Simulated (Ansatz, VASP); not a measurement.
# Cross-check of SnTeSe (1T-SnSeTe bilayer, AA) between VASP and Ansatz, part 2 of 2

Wanted: the spread between two codes on one cell, functional and k mesh. Of the first pair: The structure shown is the start of the Ansatz relaxation below; VASP solves that cell, so the two are compared at the walk's first step.

VASP 6.6.1 and Ansatz 0.2.0.

So far. Step 4 (Side by side): The forces differ by 10 meV/Å r.m.s., which is 0.4 % of the r.m.s. force of 2.454 eV/Å (both taken over all components). With vacuum in the cell, a pressure given here is an average over mostly empty space and none of the material.

## 5. Ansatz: relaxation, PBE with D3(BJ)

Level of this step: Ansatz beside VASP: Kohn-Sham DFT, plane waves, PBE with D3(BJ) (Ansatz).

This run makes the geometry at which the two programs are then compared.

The structure compared here is the end of the Ansatz relaxation.

input.yaml reads:

```yaml
crystal:
  lattice:
    - [3.8272765, 0.0, 0.0]
    - [-1.91363825, 3.3145186763, 0.0]
    - [0.0, 0.0, 22.341175644]
  atoms:
    - { symbol: Te, position: [0.6666666667, 0.3333333333, 0.3133228131] }
    - { symbol: Sn, position: [0.0, 0.0, 0.3788799067] }
    - { symbol: Se, position: [0.3333333333, 0.6666666667, 0.428383357] }
    - { symbol: Te, position: [0.6666666667, 0.3333333333, 0.571616643] }
    - { symbol: Sn, position: [0.0, 0.0, 0.6371737366] }
    - { symbol: Se, position: [0.3333333333, 0.6666666667, 0.6866771869] }
  periodic: [true, true, false]
kpoints:
  mp_grid: { grid: [9, 9, 1] }
hamiltonian:
  xc: pbe
  dispersion: d3bj
scf:
  occupations: { method: fermi_dirac, width: 0.05 }
relax:
  f_tol: 0.01
  max_steps: 90
  cell: {}
```

Command:

```sh
$ ansatz run input.yaml --threads 4 --pin off --max-ram 8192MiB --backend cpu --events-out ev --progress --plain --runs-dir out
```

Numbers of over 12 decimals in the logs are rounded to 6 here.

What it wrote:

```text
[...]
Crystal: 6 atoms, lattice volume = 513.542 Å³
Basis set: ecut = 420 eV, 9999 PW (Γ), exchange–correlation on 54×54×576 points (8 copies of the dense FFT grid, shifted against one another)
Bands: 56, of which v1, the nominal top of the filled ones, is band 46 counted from 1 (45 counted from 0)
Symmetry: 6 space group operations
[...]
cell:  # Å, volume = 547.8742 Å³
    - [3.953140, 9.315792459178664e-18, 0]
    - [-1.976570, 3.423520, 0]
    - [0, 0, 40.482351]
  atoms:
    - { symbol: Te, position: [0.666667, 0.333333, 0.157656] }
    - { symbol: Sn, position: [0, 0, 0.202999] }
    - { symbol: Se, position: [0.333333, 0.666667, 0.242039] }
    - { symbol: Te, position: [0.666667, 0.333333, 0.310611] }
    - { symbol: Sn, position: [0, 0, 0.356227] }
    - { symbol: Se, position: [0.333333, 0.666667, 0.394950] }
[key lines of the parts left out:]
SCF converged after 7 iterations
Free energy (F): -36949.521038 eV
Fermi energy:    -5.114120 eV
P = ½ c Tr σ = -0.0075 N/m
```

## 6. VASP: single point, PBE with D3(BJ), relaxed cell, pair 2

The same cell, functional, mesh and smearing now go to VASP, with its own data sets.

INCAR reads:

```
SYSTEM = SnTeSe
PREC = Accurate
ENCUT = 400
EDIFF = 1E-06
NELM = 120
ISMEAR = -1
SIGMA = 0.05
LREAL = .FALSE.
ALGO = Normal
GGA = PE
IVDW = 12
NBANDS = 32
LORBIT = 11
LWAVE = .FALSE.
LCHARG = .FALSE.
ISIF = 2
LDIPOL = .TRUE.
IDIPOL = 3
DIPOL = 0.5 0.5 0.277
LVHAR = .TRUE.
LASPH = .TRUE.
GGA_COMPAT = .FALSE.
NELMDL = -8
KPAR = 2
```

POSCAR reads:

```
SnTeSe
1.0
    3.9531402983      0.0000000000      0.0000000000
   -1.9765701492      3.4235199231      0.0000000000
    0.0000000000      0.0000000000     40.4823512850
Te Sn Se
2 2 2
Direct
    0.6666666667      0.3333333333      0.1576559263
    0.6666666667      0.3333333333      0.3106110083
    0.0000000000      1.0000000000      0.2029991207
    0.0000000000      1.0000000000      0.3562272661
    0.3333333334      0.6666666666      0.2420394746
    0.3333333334      0.6666666666      0.3949501715
```

KPOINTS reads:

```
Automatic mesh
0
Gamma
9 9 1
0 0 0
```

The projector-augmented-wave data sets are Te, Sn_d and Se (PBE family, release 64).

Command:

```sh
$ mpirun -np 2 vasp_std
```

What it wrote:

```text
[... set-up lines as in an earlier step ...]
 entering main loop
       N       E                     dE             d eps       ncg     rms          rms(c)
DAV:   1     0.354706759668E+03    0.35471E+03   -0.19207E+04   984   0.108E+03
DAV:   2     0.183773755129E+02   -0.33633E+03   -0.33201E+03   984   0.255E+02
DAV:   3    -0.208041965800E+02   -0.39182E+02   -0.38896E+02   960   0.107E+02
DAV:   4    -0.222649162310E+02   -0.14607E+01   -0.14546E+01   976   0.242E+01
[...]
DAV:  31    -0.219958547336E+02   -0.16463E-05   -0.69590E-08   592   0.104E-03    0.946E-04
DAV:  32    -0.219958559026E+02   -0.11690E-05   -0.43197E-08   544   0.103E-03    0.201E-04
DAV:  33    -0.219958566832E+02   -0.78056E-06   -0.32818E-08   536   0.753E-04
   1 F= -.23996022E+02 E0= -.23989293E+02  d E =-.134584E-01
```

OUTCAR, selected parts (step 6):

```text
 Edisp (eV)   -2.00017

  Total      -0.00806    -0.00806     0.02749     0.00000     0.00000    -0.00000
  in kB      -0.02358    -0.02358     0.08040     0.00000     0.00000    -0.00000
  external pressure =        0.01 kB  Pullay stress =        0.00 kB

 POSITION                                       TOTAL-FORCE (eV/Angst)
 -----------------------------------------------------------------------------------
      1.97657      1.14117      6.38228         0.000000     -0.000000     -0.011619
      1.97657      1.14117     12.57426         0.000000      0.000000     -0.008909
      0.00000      0.00000      8.21788        -0.000000      0.000000     -0.001693
      0.00000      0.00000     14.42092        -0.000000      0.000000     -0.005298
      0.00000      2.28235      9.79833        -0.000000     -0.000000      0.012688
      0.00000      2.28235     15.98851         0.000000      0.000000      0.014831
 -----------------------------------------------------------------------------------
    total drift:                               -0.000001      0.000000      0.000070

  FREE ENERGIE OF THE ION-ELECTRON SYSTEM (eV)
  ---------------------------------------------------
  free  energy   TOTEN  =       -23.9960218348 eV

  energy  without entropy=      -23.9825634236  energy(sigma->0) =      -23.98929263

[... 1 part as in an earlier step ...]

[... 2 further parts left out ...]
[key lines of the parts left out:]
E-fermi :  -1.7743
```

## 7. Comparison

What differs besides the data sets and the points named for the pairs above, as far as they apply: the data sets hold 92 valence electrons in Ansatz (on its default PAW (the set named soft_2) files) and 52 in VASP. Total energies have different zeros and are not compared.

At this near-relaxed geometry the largest component of a force difference is 14 meV/Å. With vacuum in the cell, a pressure given here is an average over mostly empty space and none of the material.

## 8. Outcome

```yaml
r_m_s_force_difference_single_point_pbe_with_d3_bj_start_cell_pair_1: 0.41 % of the r.m.s. force
r_m_s_force_difference_single_point_pbe_with_d3_bj_relaxed_cell_pair_2: 6.3 meV/Å
```

What this shows: The r.m.s. force difference is 6.3 meV/Å (single point, PBE with D3(BJ), relaxed cell, pair 2), within the 12 meV/Å picked in this series as the mark of a large difference. The data sets hold unlike numbers of valence electrons (92 in Ansatz and 52 in VASP), so part of the differences comes from the potentials. How closely two codes agree says nothing of how well the functional describes the real material.

[Lines on the potential files, build, host, timing and source positions are cut from VASP's logs without a mark.]

[Logs are printed without paths, hosts, clocks, repeated set-up lines and the standing remarks that a program may print on its own settings, such as how far it seeks lower states.]

[Hosts, paths, dates, database ids (printed as entryN), source tags and the programs' standing remarks are cut or masked in the printed files.]
